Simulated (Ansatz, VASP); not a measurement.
# GaCuSe2 in two plane-wave programs, part 2 of 2

Aim: how closely do two programs agree when they are given the same cell, functional and k mesh? The cell is taken from a series of runs on this material, whose earlier steps may have relaxed, scaled, displaced or heated it; both programs get it as it stands.

VASP 6.6.1 and Ansatz 0.2.0.

So far: The starting structure; VASP: G0W0 gap, PBE, DFT+U.

In doubt: one-shot GW on d or f shells is unsure, so the values of those runs are not to be relied on.

## Step 3: Ansatz: G0W0 gap, PBE, DFT+U

Level of this step: Ansatz beside VASP: Kohn-Sham DFT, plane waves, PBE, DFT+U (Ansatz).

Ansatz runs on its PAW soft_1 files.

The same cell, functional and mesh now go to Ansatz, which takes its cutoff from its data sets.

File input.yaml:

```yaml
crystal:
  lattice:
    - [-2.80955, 2.80955, 5.513]
    - [2.80955, -2.80955, 5.513]
    - [2.80955, 2.80955, -5.513]
  atoms:
    - { symbol: Ga, position: [0.5, 0.5, 0.0] }
    - { symbol: Ga, position: [0.25, 0.75, 0.5] }
    - { symbol: Cu, position: [0.0, 0.0, 0.0] }
    - { symbol: Cu, position: [0.75, 0.25, 0.5] }
    - { symbol: Se, position: [0.375, 0.37562, 0.50062] }
    - { symbol: Se, position: [0.62438, 0.125, 0.99938] }
    - { symbol: Se, position: [0.875, 0.87438, 0.49938] }
    - { symbol: Se, position: [0.12562, 0.625, 0.00062] }
kpoints:
  mp_grid: { grid: [4, 4, 4] }
hamiltonian:
  xc: pbe
  hubbard:
    projectors: ortho-atomic
    sites: [{ species: Cu, l: d, u_eff: 2.0 }]
  pseudopotentials: { kind: paw, azcp: { folder: soft_1 } }
scf:
  occupations: { method: fixed }
gw:
  n_empty_bands: 726
  ecut_chi: 150.0
  qp_bands: [v2, c2]
  qp_kpoints: band_edges
  screening: { model: contour_deformation }
```

Command:

```
$ ansatz run input.yaml --threads 2 --pin off --max-ram 92160MiB --backend cuda --events-out ev --progress --plain --runs-dir out --devices 1 --max-vram 13GiB
```

Numbers of over 12 decimals in the logs are rounded to 6 here.

Output:

```text
GPUs: using 1 of 1 available (devices: 1).
Engine: ansatz 0.2.0, x86_64-unknown-linux-gnu
Pseudopotentials: kind: paw
Pseudopotential: Ga, paw, valence charge 13, recommended cutoff 420 eV (normal), soft_1/Ga.paw.azcp
Pseudopotential: Cu, paw, valence charge 19, recommended cutoff 420 eV (normal), soft_1/Cu.paw.azcp
Pseudopotential: Se, paw, valence charge 16, recommended cutoff 420 eV (normal), soft_1/Se.paw.azcp
Functional definition: PBE
  parameter kappa = 0.804
  parameter beta = 0.066725
  exchange = pbe_x(kappa = kappa, mu = beta*pi^2/3)
  correlation = pbe_c(beta = beta)
device memory: the entry about to start is reckoned to put 3.1 GiB on a device that reports 54.7 GiB free (of which the cap on the GPU budget leaves the run 13.0 GiB)
GPU FFT provider: cuFFT
GPU libraries: cuBLAS 13.8.2, cuFFT 12.4.0, cuSOLVER 12.3.4
Crystal: 8 atoms, lattice volume = 174.069 Å³
Basis set: ecut = 420 eV, 3451 PW (Γ)
Bands: 77, of which v1, the nominal top of the filled ones, is band 64 counted from 1 (63 counted from 0)
Symmetry: 8 space group operations
Space group: I-42d (ITA 122), of the structure as read, at distance tolerance 5.6e-5 Å
k-points: 13 of 64 (time reversal used)
Non-local potential: Ga, projectors of the file, l = 0: 2, l = 1: 2, l = 2: 3, l = 3: 1
Non-local potential: Cu, projectors of the file, l = 0: 3, l = 1: 2, l = 2: 3, l = 3: 1
Non-local potential: Se, projectors of the file, l = 0: 2, l = 1: 2, l = 2: 3, l = 3: 1
PAW form: soft (Blöchl's): semilocal exchange-correlation on the pseudo side does not see the compensation charge
PAW one-centre angular grid: Ga, 590 points (default); XC on 64 Gauss nodes
PAW one-centre angular grid: Cu, 590 points (default); XC on 64 Gauss nodes
PAW one-centre angular grid: Se, 590 points (default); XC on 64 Gauss nodes
Initial density: superposition of atomic densities (chi_scale 0.1, normalization cell, long waves of neutral atoms under a Hubbard term (reshape's long-wave potential 0.00 eV rms, cloud 2.52 Å wide))
Initial wavefunctions: pseudopotential atomic-orbital guess
GPU buffer pool allocated for 110592 grid points (all kernels)
GPU transforms: local potential and band sums: pruned to the plane-wave sphere, on 45×45×45
Functional: x = pbe(κ = 0.804, μ = 0.219515), c = pbe(β = 0.066725)
SCF iter   1: F=—  HF=-42697.466813 eV  |F-HF|=—  |Δ(HF+E_count)|=         —  Δρ=5.93e-2  dr2=4.51e0  ethr=3.10e-3  ⟨swp⟩=4.5  Hψ=2831  notcnv=0  defer=131
preconditioner: auto → Resta (q_TF=auto, 2.592 Å⁻¹)  ε∞=4.3  [insulator: Δε(μ)=0.727 eV  Ē_g=13.194 eV  n_scr=60 (ndim 8)  ℏωp=23.9 eV  f_vac=0.054  ε∞_Penn≈4.3]
SCF iter   2: F=—  HF=-42696.589564 eV  |F-HF|=—  |Δ(HF+E_count)|=   8.77e-1  Δρ=4.11e-2  dr2=1.50e0  ethr=3.10e-3  ⟨swp⟩=2.7  Hψ=1872  notcnv=0  defer=101
SCF iter   3: F=—  HF=-42696.361485 eV  |F-HF|=—  |Δ(HF+E_count)|=   2.28e-1  Δρ=2.18e-2  dr2=6.61e-1  ethr=1.17e-3  ⟨swp⟩=2.0  Hψ=2022  notcnv=0  defer=136
SCF iter   4: F=—  HF=-42696.198346 eV  |F-HF|=—  |Δ(HF+E_count)|=   1.63e-1  Δρ=8.20e-3  dr2=7.44e-2  ethr=5.17e-4  ⟨swp⟩=2.0  Hψ=1240  notcnv=0  defer=136
SCF iter   5: F=—  HF=-42696.209660 eV  |F-HF|=—  |Δ(HF+E_count)|=   1.13e-2  Δρ=3.19e-3  dr2=1.30e-2  ethr=5.81e-5  ⟨swp⟩=2.0  Hψ=1596  notcnv=0  defer=141
SCF iter   6: F=—  HF=-42696.203450 eV  |F-HF|=—  |Δ(HF+E_count)|=   6.21e-3  Δρ=1.22e-3  dr2=2.50e-3  ethr=1.02e-5  ⟨swp⟩=2.0  Hψ=1403  notcnv=0  defer=143
SCF iter   7: F=—  HF=-42696.204456 eV  |F-HF|=—  |Δ(HF+E_count)|=   1.01e-3  Δρ=5.29e-4  dr2=5.13e-4  ethr=1.95e-6  ⟨swp⟩=3.0  Hψ=1663  notcnv=0  defer=143
SCF iter   8: F=—  HF=-42696.204867 eV  |F-HF|=—  |Δ(HF+E_count)|=   4.11e-4  Δρ=4.66e-4  dr2=2.30e-4  ethr=4.01e-7  ⟨swp⟩=2.0  Hψ=1663  notcnv=0  defer=143
SCF iter   9: F=—  HF=-42696.204877 eV  |F-HF|=—  |Δ(HF+E_count)|=   1.02e-5  Δρ=1.33e-4  dr2=1.90e-5  ethr=1.80e-7  ⟨swp⟩=1.8  Hψ=1009  notcnv=0  defer=92
SCF iter  10: F=—  HF=-42696.204882 eV  |F-HF|=—  |Δ(HF+E_count)|=   5.39e-6  Δρ=8.94e-6  dr2=1.40e-7  ethr=1.48e-8  ⟨swp⟩=2.0  Hψ=1227  notcnv=0  defer=92
SCF iter  11: F=-42696.204882 eV  HF=-42696.204883 eV  |F-HF|=3.24e-8  |Δ(HF+E_count)|=   4.37e-7  Δρ=4.70e-6  dr2=2.65e-8  ethr=7.81e-11  ⟨swp⟩=9.3  Hψ=4303  notcnv=0
SCF 1 converged in 11 iterations: F = -42696.204882 eV  dr2 = 2.65e-8
  greatest PAW one-centre occupation: 1.000 electrons in one spin orbital (limit 2), on the Cu atom at site 3 (counted from 0), in its partial waves of l = 0
device memory: the entry about to start is reckoned to put 3.8 GiB (of the 3.9 GiB reckoned in all, the device holds 0.1 GiB already) on a device that reports 54.0 GiB free (of which the cap on the GPU budget leaves the run 12.9 GiB)
NSCF: frozen V_eff on 13 k-points
the band table was solved once the SCF had ended and its energy, with any forces and stress, was formed, with the checks that follow a solve (2551 applications of the Hamiltonian). They found nothing against the state; the energy, forces and stress were not computed again (output.eigenvalues in the input reference)
device memory: the entry about to start is reckoned to put 7.5 GiB on a device that reports 54.6 GiB free (of which the cap on the GPU budget leaves the run 13.0 GiB)
NSCF: frozen V_eff on 13 k-points
G₀W₀ screening: q 1/13
[... further progress lines ...]
device memory: the entry about to start is reckoned to put 1.3 GiB on a device that reports 39.2 GiB free (of which the cap on the GPU budget leaves the run 13.0 GiB)
NSCF: frozen V_eff on 1 k-points
device memory: the entry about to start is reckoned to put 1.3 GiB on a device that reports 39.5 GiB free (of which the cap on the GPU budget leaves the run 13.0 GiB)
NSCF: frozen V_eff on 1 k-points
SCF converged after 11 iterations
Free energy (F): -42696.204882 eV
Harris-Foulkes:  -42696.204883 eV  (|F-HF|=3.24e-8)
Internal energy: -42696.204882 eV  (E = F + TS)
E sigma→0 (E₀):  -42696.204882 eV
Fermi energy:    8.300717 eV
--- Per-component energies (eV) ---
  E_band       = -2665.559130
  E_kinetic    = 1190.589542
  E_local      = -25685.221422  (includes V_loc(G=0)·N_el)
  E_nonlocal   = 198.370271
  E_hartree    = 12688.126305
  E_xc         = -603.273069
  E_vxc        = -649.385155  (∫ρ·V_xc dr)
  E_hubbard    = 0.265460  (on-site DFT+U / exact-exchange correction)
  E_vhub       = -19.199773  (the Hubbard potential's part of the band-sum identity)
  E_paw        = -16148.956852  (= ΣΔE_a)
  E_vpaw       = -3076.944415  (= ΣTr[D̂ρ^β])
  E_aug_tail   = 0.000065  (compensation charges beyond the density's cutoff)
  E_ewald      = -14336.105182
  E_smearing   = -0.000000  (= −TS)
  E_closure    = 0.000000  (closes the sum)
  Σ components = -42696.204882   (vs F -42696.204882, Δ=0.00e0)
--- Band table (eV; the first three rows and the last of 13) ---
  k-point 0: bands = [... 60 lower, 6.4296, 8.1710, 8.1710, 8.3007, 8.7734, 10.4368, 10.7965, 12.5118, ... 9 higher]
  k-point 1: bands = [... 60 lower, 6.7961, 6.8417, 7.5891, 8.0010, 10.2123, 10.7448, 11.7422, 12.1252, ... 9 higher]
  k-point 2: bands = [... 60 lower, 7.3793, 7.3793, 7.7465, 7.7465, 9.7064, 9.7064, 11.8713, 11.8713, ... 9 higher]
  k-point 12: bands = [... 60 lower, 6.9365, 6.9365, 7.2797, 7.2797, 10.3791, 10.3791, 10.4854, 10.4854, ... 9 higher]
Occupation matrices written to <dir>
--- G₀W₀: contour deformation, 8 samples at zero and on the imaginary axis and 2 off it, 64 q-points, 726 empty bands' worth ---
  eigenvalues of the whole cell's RPA ε∞ on this k-mesh (on a slab, of 1 + 4πα/V) = 17.8765, 17.8765, 26.6126; static W/v taken at q = 0 is 0.049272
  gw.qp_kpoints: band_edges: 8 of 13 stored k-points solved, in 1 pass; an edge of the gap read off the rows below is read off those points alone
    valence top: of the k-points left out ik 8 came nearest to being solved in a further pass, in band 63 (counted from 1, as in the quasiparticle table): it holds the edge there only if its correction is more favourable than any solved in that band by at least 0.474 eV; those differ by 0.085 eV
    conduction bottom: of the k-points left out ik 7 came nearest to being solved in a further pass, in band 66 (counted from 1, as in the quasiparticle table): it holds the edge there only if its correction is more favourable than any solved in that band by at least 1.171 eV; those differ by 0.222 eV
    ik  band        ε_KS         Σx   Σc(E_QP)       V_xc       Z   E_QP_lin       E_QP  E_QP is
     0    63      8.1710   -28.4209     3.6071   -24.5367  0.7017     7.8856     7.8939  root
     0    64      8.3007   -28.8685     3.7145   -24.8815  0.7007     8.0202     8.0281  root
     0    65      8.7734   -11.0351    -3.6071   -14.8081  0.7476     8.9416     8.9393  root
     0    66     10.4368    -9.1416    -3.4309   -12.5425  0.7484    10.4069    10.4068  root
     1    63      7.5891   -30.4728     4.6541   -25.5954  0.6823     7.3608     7.3658  root
     1    64      8.0010   -28.5226     3.8028   -24.4367  0.6984     7.7091     7.7179  root
     1    65     10.2123   -12.2057    -3.6543   -16.0456  0.7327    10.4011    10.3979  root
     1    66     10.7448   -11.3157    -3.6681   -15.1349  0.7347    10.8979    10.8959  root
     2    63      7.7465   -29.5528     4.3301   -24.9508  0.6901     7.4667     7.4747  root
     2    64      7.7465   -29.5528     4.3301   -24.9508  0.6901     7.4667     7.4747  root
     2    65      9.7064   -11.2510    -3.6351   -15.0680  0.7413     9.8911     9.8882  root
     2    66      9.7064   -11.2510    -3.6351   -15.0680  0.7413     9.8911     9.8882  root
     3    63      7.6450   -28.8185     4.0549   -24.5014  0.6918     7.3754     7.3827  root
     3    64      8.0395   -28.9316     3.9233   -24.7389  0.6963     7.7624     7.7701  root
     3    65     10.1172   -12.7479    -3.4730   -16.3857  0.7335    10.2843    10.2820  root
     3    66     11.0767   -11.7337    -3.8139   -15.7374  0.7284    11.2699    11.2665  root
     6    63      7.7925   -29.3581     4.1413   -24.9514  0.6926     7.5197     7.5272  root
     6    64      7.8457   -29.2296     4.1240   -24.8368  0.6927     7.5690     7.5768  root
     6    65      9.8749   -11.0352    -3.7281   -14.9383  0.7401    10.0525    10.0498  root
     6    66     10.6417   -11.6753    -3.6563   -15.4972  0.7336    10.8097    10.8073  root
     9    63      7.1158   -31.5004     5.0917   -26.2163  0.6717     6.9200     6.9236  root
     9    64      7.8285   -29.0004     4.0461   -24.6851  0.6936     7.5515     7.5593  root
     9    65     10.4411   -12.4784    -3.6133   -16.2902  0.7308    10.6433    10.6396  root
     9    66     10.6609   -11.3976    -3.6606   -15.2075  0.7342    10.8121    10.8102  root
    11    63      7.3099   -30.3481     4.7044   -25.4233  0.6793     7.0847     7.0895  root
    11    64      7.3099   -30.3481     4.7044   -25.4233  0.6793     7.0847     7.0895  root
    11    65     10.4343   -11.9483    -3.7185   -15.8592  0.7327    10.6300    10.6266  root
    11    66     10.4343   -11.9483    -3.7185   -15.8592  0.7327    10.6300    10.6266  root
    12    63      7.2797   -31.0449     4.9559   -25.8572  0.6769     7.0423     7.0478  root
    12    64      7.2797   -31.0449     4.9559   -25.8572  0.6769     7.0423     7.0478  root
    12    65     10.3791   -12.9736    -3.3275   -16.4796  0.7324    10.5605    10.5576  root
    12    66     10.3791   -12.9736    -3.3275   -16.4796  0.7324    10.5605    10.5576  root
```

Reading the cycles: dr2 is the Hartree energy of the density residual (eV), the measure of convergence; HF is the Harris–Foulkes estimate of the energy, which meets the free energy F at convergence.

## Step 4: Side by side

Known differences besides the potentials themselves: U acts on the PAW sphere in VASP and on atomic orbitals in Ansatz, so only states and trends compare; fixed occupations in Ansatz, narrow Gaussian smearing in VASP; the data sets hold 128 valence electrons in Ansatz (on its PAW soft_1 files) and 88 in VASP; the cutoff is 420 eV in Ansatz and 500 eV in VASP; Ansatz integrates over frequency by contour deformation, VASP on a grid of NOMEGA points; Ansatz's G0W0 levels solve the quasiparticle equation, VASP's are linearised. Total energies have different zeros and are not compared.

Both answers:

```
                   quantity  Ansatz  VASP  difference
  G0W0 gap on the mesh (eV)    0.91  1.24       -0.33
Kohn-Sham gap under it (eV)    0.47  0.37       +0.10
```

VASP's log warns that its frequency grid doesn't suit quasiparticle energies on this mesh.

## Step 5: Summary of results

```json
{"difference in G0W0 gap on the mesh (G0W0 gap, PBE, DFT+U)": "-0.33 eV"}
```

What this shows: The difference in G0W0 gap on the mesh is -0.33 eV (G0W0 gap, PBE, DFT+U). The data sets hold unlike numbers of valence electrons (128 in Ansatz and 88 in VASP), so part of the differences comes from the potentials. Part of the difference in the G0W0 gap can come from VASP's linearised levels. How closely two codes agree says nothing of how well the functional describes the real material.

[Lines on the potential files, build, host, timing and source positions are cut from VASP's logs without a mark.]

[Logs are printed without paths, hosts, clocks, repeated set-up lines and the standing remarks that a program may print on its own settings, such as how far it seeks lower states.]

[Hosts, paths, dates, database ids (printed as entryN), source tags and the programs' standing remarks are cut or masked in the printed files.]
